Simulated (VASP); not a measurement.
Input:

```
EuS
1.0
    0.00000     2.90064     3.02964
    2.89570     0.00000     3.02964
    2.89570     2.90064     0.00000
Eu S
1 1
Direct
  0.00000   0.00000   0.00000
  0.48551   0.51449   0.51449
```

These are PBE GGA, VASP's PBE PAW potentials (set 64) (plane waves; VASP) values and carry that method's errors. Settings: 400 eV cut-off, 7×7×7 Γ-centred mesh, first-order Methfessel-Paxton smearing of 0.20 eV, potentials Eu_2 S.

The 4f electrons are frozen in the core of the lanthanide potential, so 4f levels, which can set the real gap, and their magnetism are missing.

Estimate the energy per atom (σ→0).

| Property | Value |
|---|---|
| energy per atom (σ→0) | -5.300 eV/atom |

The absolute energy has meaning only against runs of the same code, potentials and settings.

The compound is EuS in the rock salt structure. The cell was not relaxed at this level, atoms are displaced from their ideal sites. The run is one of a series of settings (ISMEAR = 1, SIGMA = 0.2 against the base run), some of them coarse on purpose.
